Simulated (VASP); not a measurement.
Input:

```
SnTe
1.0
    0.00000     3.17820     3.17820
    3.17820     0.00000     3.17820
    3.17820     3.17820     0.00000
Sn Te
1 1
Cartesian
  0.00000   0.00000   0.00000
  3.17820   3.17820   3.17820
```

Level of theory: optB86b-vdW, VASP's PBE PAW potentials (set 64) (plane waves; VASP). Settings: 520 eV cut-off, Gaussian smearing of 0.050 eV, potentials Sn_d Te.

Task: Give the energies of bands 7 to 13 at the high-symmetry points, in eV from the Fermi level.

Result: 
| band | Γ | X | U | L | W |
|---|---|---|---|---|---|
| 7 | -4.88 | -6.54 | -7.40 | -8.25 | -7.36 |
| 8 | -2.09 | -5.39 | -5.01 | -1.75 | -4.67 |
| 9 | -2.09 | -3.63 | -3.14 | -1.75 | -4.67 |
| 10 | -2.09 | -3.63 | -2.67 | 0.00 | -0.85 |
| 11 | 3.23 | 2.31 | 2.92 | 0.00 | 0.81 |
| 12 | 3.23 | 4.73 | 3.01 | 0.37 | 4.61 |
| 13 | 3.23 | 4.73 | 4.20 | 0.37 | 4.61 |

It has no gap at this level: it comes out as a metal or semimetal.

The compound is SnTe in the rock salt structure, which distorts at low temperature. It was relaxed first.
